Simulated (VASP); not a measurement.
Energy against volume of CdF2 (fluorite). Method: TPSS meta-GGA, VASP's PBE PAW potentials (set 64) (plane waves; VASP). Numerical set-up: 520 eV cut-off, 7×7×7 Γ-centred mesh, Gaussian smearing of 0.050 eV, potentials Cd F.

| V (Å³/atom) | E (eV/atom) |
|---|---|
| 12.996 | -8.16657 |
| 13.398 | -8.17338 |
| 13.800 | -8.17263 |
| 14.201 | -8.16500 |

Question: Fit these four points and predict the energy of the run at 12.594 Å³/atom.

Answer: A cubic in V^(−2/3), the third-order Birch-Murnaghan form, passes through the four points with V0 = 13.56 Å³/atom and B0 = 98 GPa, and gives -8.1515 eV/atom there. The run gave -8.1502 eV/atom, +1.3 meV/atom from the fit; all five points give B0 = 99 GPa.

The compound is CdF2 in the fluorite structure. It was relaxed first.
